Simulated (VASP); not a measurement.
An input for Quantum ESPRESSO's pw.x (written as the equivalent of a VASP run, and not itself run):

```
&CONTROL
  calculation = 'vc-relax'
  pseudo_dir = './pseudo'
  outdir = './out'
  tprnfor = .true.
  tstress = .true.
  nstep = 30
  forc_conv_thr = 0.00039
/
&SYSTEM
  ibrav = 0
  nat = 4
  ntyp = 2
  ecutwfc = 84
  occupations = 'smearing'
  smearing = 'gaussian'
  degauss = 0.003675
  input_dft = 'vdw-df-ob86'
/
&ELECTRONS
  conv_thr = 7.3e-09
  electron_maxstep = 100
/
&IONS
/
&CELL
  cell_dofree = 'shape'
/
ATOMIC_SPECIES
  Sn 118.710 Sn.upf
  O 15.999 O.upf
CELL_PARAMETERS angstrom
     3.7620269    0.0000000    0.0000000
     0.0000000    3.7620269    0.0000000
     0.0000000    0.0000000    4.6911343
ATOMIC_POSITIONS crystal
  Sn   0.5000000  1.0000000  0.7577727
  Sn   1.0000000  0.5000000  0.2422273
  O    0.5000000  0.5000000  0.0000000
  O    0.0000000  0.0000000  0.0000000
K_POINTS automatic
  6 6 5 0 0 0
```

Task: Translate this input to VASP (INCAR, KPOINTS, POSCAR, choice of POTCAR).

Result: This is not unique; one that fits is 
### KPOINTS
```
Automatic mesh
0
Gamma
6 6 5
0 0 0
```

**INCAR**
```
SYSTEM = SnO
PREC = Accurate
ENCUT = 520
EDIFF = 1E-7
NELM = 100
ALGO = Normal
LREAL = .FALSE.
LASPH = .TRUE.
ISMEAR = 0
SIGMA = 0.05
GGA = MK
PARAM1 = 0.1234
PARAM2 = 1.0
LUSE_VDW = .TRUE.
AGGAC = 0.0
LMAXMIX = 4
LWAVE = .FALSE.
LCHARG = .FALSE.
ISIF = 4
IBRION = 2
NSW = 30
EDIFFG = -0.01
```

**POSCAR**
```
SnO
1.0
  3.7620268625   0.0000000000   0.0000000000
  0.0000000000   3.7620268625   0.0000000000
  0.0000000000   0.0000000000   4.6911343256
Sn O
2 2
Cart
  1.8810134312   3.7620268625   3.5548134611
  3.7620268625   1.8810134312   1.1363208645
  1.8810134312   1.8810134312   0.0000000000
  0.0000000000   0.0000000000   0.0000000000
```

POTCAR, in this order: Sn_d O (PBE.64 set). Program: vasp_std.

The two are equivalent in intent, not identical: the potentials are each code's own (VASP's PAW set, PseudoDojo norm-conserving files in pw.x), so ENCUT and ecutwfc are chosen apart and not converted; conv_thr bounds pw.x's estimated SCF error, while EDIFF bounds the energy change between steps; forc_conv_thr acts on force components and is met together with etot_conv_thr.

The compound is SnO in the litharge structure. This cell is one point of a volume scan, at 0.94 of the reference volume. Symmetry was kept, so distortions that lower it aren't found.
